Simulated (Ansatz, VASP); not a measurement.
## Two plane-wave programs on GaB

The input POSCAR:

```
GaB
1.0
    2.7182400000      0.0000000000      0.0000000000
    0.0000000000      2.7182400000      0.0000000000
    0.0000000000      0.0000000000      3.2362100000
Ga B
1 1
Direct
    0.5000000000      0.5000000000      0.5000000000
    0.0000000000      0.0000000000      0.0000000000
```

Contents of INCAR.step1:

```
ALGO     = Normal         # electronic algorithm
EDIFF    = 1E-5           # SCF threshold, eV
ENCUT    = 520            # plane-wave cutoff, eV
GGA      = PE             # functional
ISIF     = 2              # what is computed and relaxed
ISMEAR   = -1             # smearing method
LASPH    = T              # aspherical terms in the spheres
LCHARG   = F              # write CHGCAR
LREAL    = F              # projectors in reciprocal space
LWAVE    = T              # write WAVECAR
NBANDS   = 15             # bands
NELM     = 80             # most SCF steps
PREC     = Accurate       # precision mode
SIGMA    = 0.05           # smearing width, eV
```

INCAR.step2

```
AEXX     = 0.1            # exact-exchange fraction
ALGO     = Normal         # electronic algorithm
EDIFF    = 1E-6           # SCF threshold, eV
ENCUT    = 520            # plane-wave cutoff, eV
GGA      = PE             # functional
HFSCREEN = 0.2            # screening, 1/A
ISIF     = 2              # what is computed and relaxed
ISMEAR   = -1             # smearing method
ISTART   = 1            
LASPH    = T              # aspherical terms in the spheres
LCHARG   = F              # write CHGCAR
LHFCALC  = T              # exact exchange
LREAL    = F              # projectors in reciprocal space
LWAVE    = F              # write WAVECAR
NBANDS   = 15             # bands
NELM     = 80             # most SCF steps
PREC     = Accurate       # precision mode
PRECFOCK = Fast         
SIGMA    = 0.05           # smearing width, eV
```

The input KPOINTS:

```
k-points
0
Gamma
  5 5 4
```

input.yaml

```yaml
crystal:
  lattice:
    - [2.71824, 0.0, 0.0]
    - [0.0, 2.71824, 0.0]
    - [0.0, 0.0, 3.23621]
  atoms:
    - { symbol: Ga, position: [0.5, 0.5, 0.5] }
    - { symbol: B, position: [0.0, 0.0, 0.0] }
hamiltonian:
  xc: { exchange: pbe, correlation: pbe, exx: { coeff: 0.1, omega: 0.2 } }
  pseudopotentials: { kind: paw }
kpoints:
  mp_grid: { grid: [5, 5, 4] }
scf:
  occupations: { method: fermi_dirac, width: 0.05 }
output:
  forces: true
  stress: true
  eigenvalues: true
  write_density: true
  write_potential: true
  elf: true
  volumetric_format: npy
```

The cell was built by a generator and needn't be a form met in nature.

Alike in both runs: task single point; functional HSE(alpha, omega); k mesh 5 × 5 × 4; occupations fermi-dirac, width 0.05 eV; no spin polarisation.

|  | VASP | Ansatz |
| --- | --- | --- |
| version | VASP 6.6.1 | Ansatz 0.2.0 |
| potentials or method | VASP PAW PBE potentials, release 64 (Ga_d, B) | Ansatz PAW |
| plane-wave cutoff (eV) | 520 | 420 |
| valence electrons in the cell | 16 | 16 |

|  | VASP | Ansatz | Ansatz less VASP |
| --- | --- | --- | --- |
| gap on the k mesh at the Fermi level (eV) | none | none | - |
| pressure (GPa) | -2.6 | -2.8 | -0.28 |
| largest component of the traceless stress (GPa) | 1.66 | 1.63 | -0.025 |

A gap of «none» marks a metal or a gap that the smearing closes.

Caveats: the k mesh is coarse (spacing up to 0.49 Å⁻¹), so the values aren't converged, least of all with exact exchange; the PAW data sets were made with another functional, which shifts forces and pressure a little (VASP); the PAW data sets come from PBE, with cores solved anew for the run's functional, which leaves a small shift of forces and pressure (Ansatz); the thresholds are loose for stress (Ansatz).
